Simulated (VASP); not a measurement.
# SnTeS4 (P-3m1) in VASP: a series of runs, part 2 of 2

VASP 6.6.1. The steps go on from the part before.

## Step 3: Born charges and dielectric tensor, PBE

Contents of INCAR:

```
PREC = Accurate ; ENCUT = 520
EDIFF = 1E-8 ; ISMEAR = 0
SIGMA = 0.02 ; LREAL = False
LASPH = True ; NELM = 100
ALGO = Fast ; ISIF = 2
LWAVE = False ; LCHARG = False
GGA = PE ; LEPSILON = True
KPAR = 4
```

Contents of KPOINTS:

```
regular mesh
0
Gamma
  8 8 2
```

Contents of POSCAR:

```
SnTeS4
1.0
    3.7609660000      0.0000000000      0.0000000000
   -1.8804830000      3.2570920000      0.0000000000
    0.0000000000      0.0000000000     13.5761500000
Sn Te S
1 1 4
Direct
    0.0000000000      0.0000000000      0.5000000000
    0.0000000000      0.0000000000      0.0000000000
    0.6666670000      0.3333330000      0.8842050000
    0.6666670000      0.3333330000      0.3926370000
    0.3333330000      0.6666670000      0.6073630000
    0.3333330000      0.6666670000      0.1157950000
```

Potentials or basis: VASP PAW PBE potentials, release 64 (Sn_d, Te, S).

Started as:

```console
$ cat potpaw_PBE.64/Sn_d/POTCAR potpaw_PBE.64/Te/POTCAR potpaw_PBE.64/S/POTCAR > POTCAR
$ mpirun -np 4 vasp_std > vasp.out
```

OUTCAR:

```text
PREC = Accurate
   ENCUT = 520
   EDIFF = 1E-8
   ISMEAR = 0
   LREAL = False
   LASPH = True
   NELM = 100
   ISIF = 2
   GGA = PE
   LEPSILON = True

 ion  position               nearest neighbor table
   1  0.000  0.000  0.500-   4 2.62   5 2.62   5 2.62   4 2.62   4 2.62   5 2.62
   2  0.000  0.000  0.000-   3 2.68   6 2.68   6 2.68   3 2.68   3 2.68   6 2.68
   3  0.667  0.333  0.884-   2 2.68   2 2.68   2 2.68
   4  0.667  0.333  0.393-   1 2.62   1 2.62   1 2.62
   5  0.333  0.667  0.607-   1 2.62   1 2.62   1 2.62
   6  0.333  0.667  0.116-   2 2.68   2 2.68   2 2.68

  LATTYP: Found a hexagonal cell.
 ALAT       =     3.7609660000
 C/A-ratio  =     3.6097507927

  Lattice vectors:

 A1 = (   3.7609660000,   0.0000000000,   0.0000000000)
 A2 = (  -1.8804830000,   3.2570920000,   0.0000000000)
 A3 = (   0.0000000000,   0.0000000000,  13.5761500000)

Analysis of symmetry for initial positions (statically):
=====================================================================
 Subroutine PRICEL returns:
 Original cell was already a primitive cell.

 Routine SETGRP: Setting up the symmetry group for a
 hexagonal supercell.

[... 821 lines left out ...]
    -0.00171  0.00000  0.00000           (  0.00000  0.00000  0.00000)
     0.00000 -0.00171 -0.00000           (  0.00000  0.00000 -0.00000)
    -0.00000  0.00000 -0.00096           ( -0.00000  0.00000  0.00000)

 PIEZOELECTRIC TENSOR FIELD DIRECTION 3  (C/m^2)
 -----------------------------------------------------------------------------
    -0.00016  0.00000  0.00000
     0.00000 -0.00016 -0.00000
    -0.00000  0.00000 -0.00009

 MACROSCOPIC STATIC DIELECTRIC TENSOR (including local field effects in DFT)
 ------------------------------------------------------
          12.463823     0.000000     0.000000
           0.000000    12.463822     0.000000
           0.000000    -0.000000     3.822160
 ------------------------------------------------------

 PIEZOELECTRIC TENSOR (including local field effects)  for field in x, y, z        (e  Angst)
          XX          YY          ZZ          XY          YZ          ZX
  --------------------------------------------------------------------------------
  x     0.00000     0.00000     0.00000     0.00000     0.00000     0.00000
  y     0.00000     0.00000     0.00000     0.00000     0.00000     0.00000
  z     0.00000     0.00000     0.00000     0.00000     0.00000     0.00000

 PIEZOELECTRIC TENSOR (including local field effects)  for field in x, y, z        (C/m^2)
          XX          YY          ZZ          XY          YZ          ZX
  --------------------------------------------------------------------------------
  x     0.00000     0.00000     0.00000     0.00000     0.00000     0.00000
  y     0.00000     0.00000     0.00000     0.00000     0.00000     0.00000
  z     0.00000     0.00000     0.00000     0.00000     0.00000     0.00000

 BORN EFFECTIVE CHARGES (including local field effects) (in |e|, cummulative output)
 ---------------------------------------------------------------------------------
 ion    1
    1     5.00515     0.00000     0.00000
    2     0.00000     5.00515    -0.00000
    3     0.00000    -0.00000     1.29451
 ion    2
    1     8.72447     0.00000    -0.00000
    2     0.00000     8.72447     0.00000
    3     0.00000     0.00000     0.72579
 ion    3
    1    -4.38221     0.00000    -0.00000
    2     0.00000    -4.38221     0.00000
    3     0.00000     0.00000    -0.36638
 ion    4
    1    -2.48260     0.00000    -0.00000
    2     0.00000    -2.48260     0.00000
    3    -0.00000     0.00000    -0.64377
 ion    5
    1    -2.48260     0.00000    -0.00000
    2     0.00000    -2.48260     0.00000
    3     0.00000     0.00000    -0.64377
 ion    6
    1    -4.38221     0.00000     0.00000
    2     0.00000    -4.38221     0.00000
    3    -0.00000     0.00000    -0.36638
```

Run time: 5 min. Hardware: 4 MPI ranks of Intel Xeon 6975P-C (Granite Rapids), shared host; peak memory 0.63 GiB.

What came out:

- Band gap on the k mesh: 0.64 eV, indirect (least direct gap 1.26 eV)
- Electronic dielectric tensor (diagonal): 12.46, 12.46, 3.82
- Born charges (mean of the diagonal): Sn +3.77; Te +6.06; S -3.04, -1.87 e

Levels at points of the mesh, in eV from the valence-band top:
| k point | band 20 | band 21 | band 22 | band 23 | band 24 | band 25 |
| --- | --- | --- | --- | --- | --- | --- |
| (0.00, 0.00, 0.00) | -1.08 | -1.08 | -0.76 | 0.76 | 1.28 | 1.66 |
| (0.50, 0.00, 0.00) | -1.39 | -1.13 | -1.09 | 0.67 | 1.98 | 2.89 |
| (0.00, 0.00, 0.50) | -1.08 | -1.08 | -0.58 | 0.69 | 1.32 | 1.66 |
| (0.50, 0.00, 0.50) | -1.26 | -1.23 | -1.14 | 0.64 | 2.00 | 2.89 |

Electronic dielectric tensor:
```
12.46  0.00  0.00
 0.00 12.46  0.00
 0.00  0.00  3.82
```

Born effective charge tensors (e):
atom 1, Sn
```
5.01 0.00 0.00
0.00 5.01 0.00
0.00 0.00 1.29
```
atom 2, Te
```
8.72 0.00 0.00
0.00 8.72 0.00
0.00 0.00 0.73
```
atom 3, S
```
-4.38  0.00  0.00
 0.00 -4.38  0.00
 0.00  0.00 -0.37
```
atom 4, S
```
-2.48  0.00  0.00
 0.00 -2.48  0.00
 0.00  0.00 -0.64
```
atom 5, S
```
-2.48  0.00  0.00
 0.00 -2.48  0.00
 0.00  0.00 -0.64
```
atom 6, S
```
-4.38  0.00  0.00
 0.00 -4.38  0.00
 0.00  0.00 -0.37
```

Caveat: the gap is small at this level, which inflates the dielectric constant; spin-orbit coupling is left out, which moves the levels of the heavy elements. A k mesh can miss the band edges.
